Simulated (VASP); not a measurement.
Runs of VASP 6.6.1 on MnH4. The cell holds a sheet with vacuum, 5 atoms: a = 3.398 Å, b = 3.398 Å, c = 23.800 Å, α = 90.00°, β = 90.00°, γ = 90.00°. The cell was built by a generator and needn't be a form met in nature.

| cell | k mesh | mesh quality | gap on the mesh (eV) | moment (μB) | largest force (eV/Å) | work function (eV) |
| --- | --- | --- | --- | --- | --- | --- |
| P4/mmm, 54.97 Å³/atom | 4 × 4 × 1 | coarse | none | (a) | 0.01 | (b) |
| P4/mmm, 53.54 Å³/atom | 12 × 12 × 1 | not flagged | none | 2.74 | 0.09 | 3.60 |
| P4/mmm, 54.05 Å³/atom | 12 × 12 × 1 | not flagged | none | 2.74 | - | - |
| P4/mmm, 39.49 Å³/atom | 4 × 4 × 1 | coarse | none | 3.75 | 0.12 | - |

Alike in all rows: task single point; level PBE; potentials or basis VASP PAW PBE potentials, release 64 (Mn_pv, H); spin collinear, typed start; cutoff (eV) 520; smearing gaussian 0.1 eV.

**Question.** Fill in the values left out.

**Answer.** (a) 3.00; (b) 3.48.

Caveats: some runs use coarse meshes.

A gap of «none» marks a metal or a gap under the smearing width.
